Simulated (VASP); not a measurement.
Given:

```yaml
crystal:
  lattice:
    - [-0.01957, 5.83043, 5.88347]
    - [5.83043, -0.01957, 5.88347]
    - [2.90543, 2.90543, 0.00000]
  atoms:
    - { symbol: Cd, position: [0.99543, 0.99543, 0.00913] }
    - { symbol: Cd, position: [0.99368, 0.50682, 0.99949] }
    - { symbol: Cd, position: [0.50682, 0.99368, 0.99949] }
    - { symbol: Se, position: [0.12604, 0.12604, 0.24792] }
    - { symbol: Se, position: [0.16478, 0.61150, 0.22372] }
    - { symbol: Se, position: [0.61150, 0.16478, 0.22372] }
    - { symbol: Se, position: [0.60282, 0.60282, 0.29436] }
    - { symbol: Be, position: [0.49892, 0.49892, 0.00217] }
```

Computed with PBEsol GGA, VASP's PBE PAW potentials (set 64) (plane waves; VASP). Run with 400 eV cut-off, 4×4×7 Γ-centred mesh, tetrahedra with Blöchl corrections, potentials Cd Se Be.

Task: Estimate the energy per atom (σ→0), band gap (on the k-mesh) with the smallest direct gap where there is one.

Result: 
```yaml
band gap (on the k-mesh): 0.82 eV
smallest direct gap (on the k-mesh): 0.82 eV
energy per atom (σ→0): -3.426 eV/atom
```

Only differences to runs with the same potentials and settings are physical.

The structure was generated: BeCd3Se4 was put into an ordered model structure (Amm2), which need not be its known phase. It was relaxed first.
